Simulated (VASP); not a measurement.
All values below come from PBE GGA, VASP's PBE PAW potentials (set 64) (plane waves; VASP 6.6.1).

VASP input:

File KPOINTS:
```
Automatic mesh
0
G
 13 13 13
0 0 0
```

### INCAR
```
SYSTEM  =  Nb
PREC  =  Accurate; ENCUT  =  400; LREAL  =  .False.
LASPH  =  .True.
EDIFF  =  1E-6; NELM  =  100; ALGO  =  Normal
LMAXMIX  =  4
ISMEAR  =  1; SIGMA  =  0.1
GGA  =  PE
ISIF  =  2
LWAVE  =  .False.; LCHARG  =  .False.
```

File POSCAR:
```
Nb
1
   -1.6500000000     1.6500000000     1.6500000000
    1.6500000000    -1.6500000000     1.6500000000
    1.6500000000     1.6500000000    -1.6500000000
Nb
1
Direct
  0.0000000000   0.0000000000   0.0000000000
```

POTCAR, in this order: Nb_sv (PBE.64 set). Program: vasp_std.

Gaps are read on the run's mesh, which can miss a band edge.

**Question.** Predict the energy per atom (σ→0), band gap (on the k-mesh).

**Answer.** 
| Quantity | Result |
|---|---|
| energy per atom (σ→0) | -986.1 kJ/mol of atoms |
| band gap (on the k-mesh) | none (metal, semimetal or under 0.01 eV) |

File OSZICAR:
```
...
DAV:   6    -0.102613437072E+02    0.37379E+00   -0.73686E-01  2580   0.110E+01    0.262E+00
DAV:   7    -0.102154414660E+02    0.45902E-01   -0.23147E-01  2610   0.602E+00    0.926E-01
DAV:   8    -0.102197022203E+02   -0.42608E-02   -0.10958E-02  1906   0.158E+00    0.563E-02
DAV:   9    -0.102197274001E+02   -0.25180E-04   -0.77537E-04  2856   0.288E-01    0.381E-02
DAV:  10    -0.102197411466E+02   -0.13746E-04   -0.18116E-05  1924   0.639E-02    0.125E-02
DAV:  11    -0.102197327897E+02    0.83569E-05   -0.35419E-06  1852   0.332E-02    0.251E-03
DAV:  12    -0.102197327528E+02    0.36861E-07   -0.98757E-08   998   0.506E-03
   1 F= -.10219733E+02 E0= -.10220141E+02  d E =0.122619E-02
```

The compound is Nb in the bcc structure. The cell was not relaxed at this level. The run is one of a series of settings (KPOINTS 13×13×13 Γ-centred mesh against the base run), some of them coarse on purpose.
